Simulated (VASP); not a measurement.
Energy against volume of Al (fcc). Level of theory: PBE GGA, VASP's PBE PAW potentials (set 64) (plane waves; VASP). Settings: 520 eV cut-off, 15×15×15 Γ-centred mesh, first-order Methfessel-Paxton smearing of 0.10 eV, potentials Al.

```tsv
V (Å³/atom)	E (eV/atom)
15.940	-3.74142
16.433	-3.74566
16.926	-3.74246
17.419	-3.73334
```

### Question
Fit these four points and predict the energy of the run at 15.447 Å³/atom.

### Answer
A cubic in V^(−2/3), the third-order Birch-Murnaghan form, passes through the four points with V0 = 16.45 Å³/atom and B0 = 80 GPa, and gives -3.7279 eV/atom there. The run gave -3.7284 eV/atom, -0.5 meV/atom from the fit; all five points give B0 = 79 GPa.

The compound is Al in the fcc structure. It was relaxed first.
